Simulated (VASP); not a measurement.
Method: G0W0 on PBE orbitals, VASP's PBE PAW potentials (set 64) (plane waves; VASP 6.6.1).

Input for VASP

### INCAR
```
ALGO = EVGW0
ENCUT = 500
ENCUTGW = 180
GGA = PE
ISMEAR = 0
LASPH = .TRUE.
LCHARG = .FALSE.
LREAL = .FALSE.
LSPECTRALGW = .TRUE.
LWAVE = .FALSE.
NBANDS = 120
NBANDSGW = 16
NELMGW = 1
NOMEGA = 64
PREC = Normal
SIGMA = 0.01
SYSTEM = SrO
```

POSCAR:
```
SrO
1
    0.0000000000     2.5800000000     2.5800000000
    2.5800000000     0.0000000000     2.5800000000
    2.5800000000     2.5800000000     0.0000000000
Sr O
1 1
Direct
  0.0000000000   0.0000000000   0.0000000000
  0.5000000000   0.5000000000   0.5000000000
```

KPOINTS:
```
Regular mesh
0
Gamma
 6 6 6
```

POTCAR, in this order: Sr_sv_GW O_GW_new (PBE.64 set). Program: vasp_std. Read from the step before: WAVECAR, WAVEDER.

Output of the run:

OSZICAR:
```
energies w=
    0.000    0.000    0.845    0.000    1.688    0.000    2.527    0.000
    3.361    0.000    4.187    0.000    5.005    0.000    5.814    0.000
    6.613    0.000    7.401    0.000    8.178    0.000    8.944    0.000
    9.700    0.000   10.446    0.000   11.182    0.000   11.910    0.000
   12.630    0.000   13.344    0.000   14.053    0.000   14.757    0.000
   15.458    0.000   16.159    0.000   16.859    0.000   17.562    0.000
   18.269    0.000   18.980    0.000   19.700    0.000   20.428    0.000
   21.169    0.000   21.924    0.000   22.695    0.000   23.486    0.000
   24.300    0.000   25.139    0.000   26.009    0.000   26.913    0.000
   27.855    0.000   28.843    0.000   29.880    0.000   30.977    0.000
   32.138    0.000   33.376    0.000   34.700    0.000   36.125    0.000
   37.665    0.000   39.341    0.000   41.173    0.000   43.192    0.000
   45.430    0.000   47.930    0.000   50.748    0.000   53.951    0.000
   57.629    0.000   61.901    0.000   66.929    0.000   72.934    0.000
   80.236    0.000   89.301    0.000  100.852    0.000  116.062    0.000
  136.967    0.000  167.457    0.000  215.981    0.000  305.024    0.000
NQ=   1    0.0000    0.0000    0.0000,
 performed        448000 updates of chi_q(r,r)
NQ=   2    0.1667    0.0000    0.0000,
 performed       1249000 updates of chi_q(r,r)
NQ=   3    0.3333    0.0000    0.0000,
 performed       2050000 updates of chi_q(r,r)
NQ=   4    0.5000    0.0000    0.0000,
 performed       2659000 updates of chi_q(r,r)
NQ=   5    0.1667    0.1667    0.0000,
 performed       3372000 updates of chi_q(r,r)
NQ=   6    0.3333    0.1667    0.0000,
 performed       4496000 updates of chi_q(r,r)
NQ=   7    0.5000    0.1667    0.0000,
 performed       5620000 updates of chi_q(r,r)
NQ=   8   -0.3333    0.1667    0.0000,
 performed       6744000 updates of chi_q(r,r)
NQ=   9   -0.1667    0.1667    0.0000,
 performed       7668000 updates of chi_q(r,r)
NQ=  10    0.3333    0.3333    0.0000,
 performed       8381000 updates of chi_q(r,r)
NQ=  11    0.5000    0.3333    0.0000,
 performed       9505000 updates of chi_q(r,r)
NQ=  12   -0.3333    0.3333    0.0000,
 performed      10429000 updates of chi_q(r,r)
NQ=  13    0.5000    0.5000    0.0000,
 performed      10992000 updates of chi_q(r,r)
NQ=  14    0.5000    0.3333    0.1667,
 performed      12124000 updates of chi_q(r,r)
NQ=  15   -0.3333    0.3333    0.1667,
 performed      13156000 updates of chi_q(r,r)
NQ=  16   -0.3333    0.5000    0.1667,
 performed      14080000 updates of chi_q(r,r)
 resolving degeneracies of screened two electron integrals
```

File OUTCAR:
```


 k-point   1 :       0.0000    0.0000    0.0000
  band No.  KS-energies  QP-energies   sigma(KS)   V_xc(KS)     V^pw_x(r,r')   Z            occupation Imag(sigma)

      1     -28.8991     -30.3765     -19.6598     -17.3742     -28.9609       0.6464       2.0000       0.9843
      2     -11.5929     -13.1146     -21.6472     -19.3008     -30.6745       0.6485       2.0000       0.8368
      3     -10.5410     -12.7820     -19.7196     -16.8852     -23.3423       0.7906       2.0000       0.2379
      4     -10.5410     -12.7820     -19.7196     -16.8852     -23.3423       0.7906       2.0000       0.2379
      5     -10.5410     -12.7820     -19.7196     -16.8852     -23.3423       0.7906       2.0000       0.2379
      6       3.4540       2.5409     -19.9441     -18.7022     -23.9696       0.7353       2.0000       0.1424
      7       3.4540       2.5409     -19.9441     -18.7022     -23.9696       0.7353       2.0000       0.1424
      8       3.4540       2.5409     -19.9441     -18.7022     -23.9696       0.7353       2.0000       0.1424
      9       7.3848       7.9700      -9.1051      -9.8118      -5.4944       0.8280       0.0000      -0.0802
     10       9.6888      10.7454      -9.3273     -10.6188      -5.1381       0.8181       0.0000      -0.1053
     11       9.6888      10.7454      -9.3273     -10.6188      -5.1381       0.8181       0.0000      -0.1053
     12       9.6888      10.7454      -9.3273     -10.6188      -5.1381       0.8181       0.0000      -0.1053
     13      11.8365      13.1719     -10.5758     -12.2103      -6.3332       0.8170       0.0000      -0.1017
     14      11.8365      13.1719     -10.5758     -12.2103      -6.3332       0.8170       0.0000      -0.1017
     15      15.8554      16.0130      -6.3758      -6.5572      -1.4559       0.8691       0.0000      -0.6023
     16      26.4040      27.7442     -10.2243     -11.8386      -4.2244       0.8302       0.0000      -1.0088

 k-point   2 :       0.1667    0.0000    0.0000
  band No.  KS-energies  QP-energies   sigma(KS)   V_xc(KS)     V^pw_x(r,r')   Z            occupation Imag(sigma)

      1     -28.8665     -30.3394     -19.6835     -17.4017     -28.9743       0.6455       2.0000       0.9712
      2     -12.1413     -13.7947     -20.5899     -18.1092     -28.3300       0.6665       2.0000       0.6794
      3     -10.5614     -12.8028     -19.7016     -16.8614     -23.3158       0.7892       2.0000       0.2312
      4     -10.5614     -12.8028     -19.7016     -16.8614     -23.3158       0.7892       2.0000       0.2312
      5     -10.0742     -12.0932     -20.7251     -18.0550     -25.6822       0.7562       2.0000       0.3924
      6       2.7461       1.7409     -18.3562     -16.9919     -22.1540       0.7367       2.0000       0.1507
      7       3.1407       2.1946     -19.4514     -18.1635     -23.4584       0.7346       2.0000       0.1480
      8       3.1407       2.1946     -19.4514     -18.1635     -23.4584       0.7346       2.0000       0.1480
      9       8.5295       9.2155     -10.3194     -11.1633      -6.7847       0.8130       0.0000      -0.0855
     10       9.4731      10.4310      -9.4047     -10.5833      -5.3112       0.8127       0.0000      -0.1062
     11      10.2109      11.3119      -9.5647     -10.9207      -5.3042       0.8119       0.0000      -0.1135
     12      10.2109      11.3119      -9.5647     -10.9207      -5.3042       0.8119       0.0000      -0.1135
     13      12.5166      13.9211     -11.2119     -12.9551      -6.9105       0.8057       0.0000      -0.1125
     14      12.5166      13.9211     -11.2119     -12.9551      -6.9105       0.8057       0.0000      -0.1125
     15      17.4993      18.0201      -6.9862      -7.5728      -2.0400       0.8879       0.0000      -0.6720
     16      24.1639      25.2721      -8.6689      -9.9945      -3.3568       0.8360       0.0000      -0.7306

 k-point   3 :       0.3333    0.0000    0.0000
  band No.  KS-energies  QP-energies   sigma(KS)   V_xc(KS)     V^pw_x(r,r')   Z            occupation Imag(sigma)

      1     -28.8004     -30.2651     -19.7318     -17.4582     -29.0022       0.6442       2.0000       0.9432
      2     -12.8146     -14.4920     -19.8535     -17.3361     -27.1653       0.6663       2.0000       0.6204
      3     -10.6014     -12.8469     -19.6668     -16.8155     -23.2648       0.7875       2.0000       0.2178
      4     -10.6014     -12.8469     -19.6668     -16.8155     -23.2648       0.7875       2.0000       0.2178
      5      -9.5649     -11.5010     -21.3644     -18.7825     -26.8374       0.7499       2.0000       0.4530
      6       1.7422       0.6116     -16.9617     -15.4164     -20.7830       0.7316       2.0000       0.1819
      7       2.6018       1.6052     -18.7666     -17.3999     -22.8074       0.7292       2.0000       0.1627
      8       2.6018       1.6052     -18.7666     -17.3999     -22.8074       0.7292       2.0000       0.1627
      9       9.6383      10.6564     -11.1064     -12.3862      -7.2526       0.7955       0.0000      -0.1097
     10      10.6540      11.3445      -9.7762     -10.6374      -5.7670       0.8018       0.0000      -0.1218
     11      11.4832      12.7227     -10.3691     -11.9234      -5.9198       0.7975       0.0000      -0.1415
     12      11.4832      12.7227     -10.3691     -11.9234      -5.9198       0.7975       0.0000      -0.1415
     13      14.0497      15.5972     -12.1564     -14.1186      -7.5755       0.7887       0.0000      -0.1535
     14      14.0497      15.5972     -12.1564     -14.1186      -7.5755       0.7887       0.0000      -0.1535
     15      19.0864      20.2409      -9.3239     -10.7234      -4.1382       0.8249       0.0000      -0.5637
     16      21.1946      22.2299      -8.9213     -10.1706      -3.7331       0.8287       0.0000      -0.5503

 k-point   4 :       0.5000    0.0000    0.0000
  band No.  KS-energies  QP-energies   sigma(KS)   V_xc(KS)     V^pw_x(r,r')   Z            occupation Imag(sigma)

      1     -28.7668     -30.2277     -19.7564     -17.4874     -29.0167       0.6439       2.0000       0.9282
      2     -13.0805     -14.7487     -19.6064     -17.0890     -26.8488       0.6627       2.0000       0.6102
      3     -10.6211     -12.8682     -19.6500     -16.7933     -23.2404       0.7866       2.0000       0.2109
      4     -10.6211     -12.8682     -19.6500     -16.7933     -23.2404       0.7866       2.0000       0.2109
      5      -9.3808     -11.2992     -21.5635     -19.0070     -27.1501       0.7504       2.0000       0.4686
      6       1.3321       0.1549     -16.5026     -14.8895     -20.3747       0.7298       2.0000       0.1993
      7       2.3648       1.3466     -18.5131     -17.1128     -22.5890       0.7272       2.0000       0.1712
      8       2.3648       1.3466     -18.5131     -17.1128     -22.5890       0.7272       2.0000       0.1712
      9      10.0000      11.1246     -12.3337     -13.7742      -8.5228       0.7807       0.0000      -0.1174
     10      11.7966      12.3060      -8.4594      -9.0937      -4.2138       0.8031       0.0000      -0.1543
     11      12.2905      13.6604     -11.2396     -12.9816      -6.6644       0.7864       0.0000      -0.1663
     12      12.2905      13.6604     -11.2396     -12.9816      -6.6644       0.7864       0.0000      -0.1663
     13      15.3253      17.0641     -12.8678     -15.1190      -7.9313       0.7724       0.0000      -0.2061
     14      15.3253      17.0641     -12.8678     -15.1190      -7.9313       0.7724       0.0000      -0.2061
     15      18.1469      19.5406     -11.1301     -12.8926      -5.7679       0.7907       0.0000      -0.4710
     16      18.7611      19.4533      -8.0246      -8.8572      -3.1695       0.8314       0.0000      -0.4026

 k-point   5 :       0.1667    0.1667    0.0000
  band No.  KS-energies  QP-energies   sigma(KS)   V_xc(KS)     V^pw_x(r,r')   Z            occupation Imag(sigma)

      1     -28.8560     -30.3298     -19.6919     -17.4106     -28.9789       0.6460       2.0000       0.9688
      2     -12.1376     -13.7887     -20.5996     -18.1206     -28.3571       0.6660       2.0000       0.6777
      3     -10.6314     -12.8690     -19.6395     -16.7979     -23.2890       0.7875       2.0000       0.2480
      4     -10.6314     -12.8690     -19.6395     -16.7979     -23.2890       0.7875       2.0000       0.2480
      5     -10.0405     -12.0650     -20.7542     -18.0778     -25.6615       0.7565       2.0000       0.3733
      6       2.4149       1.3832     -18.2616     -16.8495     -22.2219       0.7306       2.0000       0.1652
      7       3.3562       2.4219     -19.7180     -18.4480     -23.7068       0.7357       2.0000       0.1430
      8       3.3562       2.4219     -19.7180     -18.4480     -23.7068       0.7357       2.0000       0.1430
      9       8.5451       9.2434      -9.8533     -10.7090      -6.1797       0.8161       0.0000      -0.0874
     10       8.6210       9.4913      -8.7891      -9.8474      -4.7444       0.8224       0.0000      -0.0979
     11      10.7869      11.9504      -9.9374     -11.3796      -5.6125       0.8067       0.0000      -0.1231
     12      10.7869      11.9504      -9.9374     -11.3796      -5.6125       0.8067       0.0000      -0.1231
     13      12.1994      13.5789     -10.6877     -12.3759      -6.3918       0.8171       0.0000      -0.1053
     14      13.1004      14.5502     -12.0147     -13.8414      -7.6333       0.7936       0.0000      -0.1362
     15      17.9834      18.5454      -6.9424      -7.5749      -2.0064       0.8885       0.0000      -0.6854
     16      24.2805      25.5817      -9.2265     -10.7741      -3.8819       0.8408       0.0000      -0.7257

 k-point   6 :       0.3333    0.1667    0.0000
  band No.  KS-energies  QP-energies   sigma(KS)   V_xc(KS)     V^pw_x(r,r')   Z            occupation Imag(sigma)

      1     -28.8017     -30.2690     -19.7329     -17.4571     -29.0024       0.6448       2.0000       0.9497
      2     -12.5415     -14.2278     -20.0906     -17.5704     -27.4576       0.6691       2.0000       0.6326
      3     -10.6963     -12.9351     -19.5836     -16.7329     -23.2402       0.7853       2.0000       0.2475
      4     -10.6914     -12.9347     -19.5785     -16.7243     -23.2232       0.7860       2.0000       0.2404
      5      -9.8452     -11.8041     -21.1114     -18.4951     -26.5121       0.7487       2.0000       0.4429
...
```
(Selected blocks of OUTCAR.)

The mesh is coarse and the basis finite, so the quasiparticle values are not converged.

The compound is SrO in the rock salt structure. The cell was not relaxed at this level.
